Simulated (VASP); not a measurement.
VASP input:

File POSCAR:
```
Si3N4
15.209080
  0.5000000000   0.0000000000   0.0000000000
 -0.2500000000   0.4330127135   0.0000000000
  0.0000000000   0.0000000000   0.1910174711
Si N
6 8
Cart
 -0.0906975000   0.3572138380   0.1432631034
  0.3406975000   0.0757988755   0.0477543678
  0.1452950000   0.1000605778   0.0477543678
  0.1047050000   0.3329521356   0.1432631034
 -0.0140075000   0.1758594533   0.1432631034
  0.2640075000   0.2571532601   0.0477543678
 -0.0000002500   0.2886752866   0.1432631034
  0.2500002500   0.1443374268   0.0477543678
  0.3171325000   0.2900535661   0.1432631034
 -0.0671325000   0.1429591473   0.0477543678
 -0.0926275000   0.4196715918   0.0477543678
  0.3426275000   0.0133411217   0.1432631034
  0.0902400000   0.1296180256   0.1432631034
  0.1597600000   0.3033946878   0.0477543678
```

KPOINTS:
```
kpoints
0
Gamma
  3 3 6
```

### INCAR
```
! general
SYSTEM  =  Si3N4
PREC    =  Accurate
ENCUT   =  400   ! plane-wave cut-off (eV)
LREAL   =  Auto   ! projection in real space or not
LASPH   =  .True.

! electronic loop
EDIFF   =  1E-6   ! SCF stop (eV)
NELM    =  100
ALGO    =  Normal   ! blocked Davidson

! smearing
ISMEAR  =  0   ! Gaussian
SIGMA   =  0.01   ! width (eV)

! functional
GGA     =  PS   ! PBEsol

! ions
ISIF    =  2   ! forces and stress, cell fixed

! output
LWAVE   =  .False.
LCHARG  =  .False.
```

POTCAR, in this order: Si N (PBE.64 set). Program: vasp_std.

Problem. Write an equivalent input for Ansatz.

Solution. One equivalent input (not run):
Ansatz 0.2 input:
```yaml
crystal:
  lattice:
    - [7.6045400, 0.0000000, 0.0000000]
    - [-3.8022700, 6.5857250, 0.0000000]
    - [0.0000000, 0.0000000, 2.9052000]
  atoms:
    - { symbol: Si, position: [0.2310800, 0.8249500, 0.7500000] }
    - { symbol: Si, position: [0.7689200, 0.1750500, 0.2500000] }
    - { symbol: Si, position: [0.4061300, 0.2310800, 0.2500000] }
    - { symbol: Si, position: [0.5938700, 0.7689200, 0.7500000] }
    - { symbol: Si, position: [0.1750500, 0.4061300, 0.7500000] }
    - { symbol: Si, position: [0.8249500, 0.5938700, 0.2500000] }
    - { symbol: N, position: [0.3333330, 0.6666670, 0.7500000] }
    - { symbol: N, position: [0.6666670, 0.3333330, 0.2500000] }
    - { symbol: N, position: [0.9691900, 0.6698500, 0.7500000] }
    - { symbol: N, position: [0.0308100, 0.3301500, 0.2500000] }
    - { symbol: N, position: [0.2993400, 0.9691900, 0.2500000] }
    - { symbol: N, position: [0.7006600, 0.0308100, 0.7500000] }
    - { symbol: N, position: [0.3301500, 0.2993400, 0.7500000] }
    - { symbol: N, position: [0.6698500, 0.7006600, 0.2500000] }
kpoints:
  mp_grid: { grid: [3, 3, 6] }
hamiltonian:
  xc: pbesol
  pseudopotentials: { kind: paw }
scf:
  occupations: { method: gaussian, width: 0.01 }
  max_iter: 100
output: { forces: true, stress: true, eigenvalues: true }
```
The two are equivalent in intent, not identical: each code has its own PAW files, so the cut-off isn't converted (ENCUT is set for VASP's; basis.ecutwfc is left out, and Ansatz then takes the one that its files recommend); Ansatz stops its SCF on the density residual and VASP on the energy change (EDIFF).

The structure comes from a computed database's Si3N4 entry; how it stands against other phases isn't given here. The cell was not relaxed at this level.
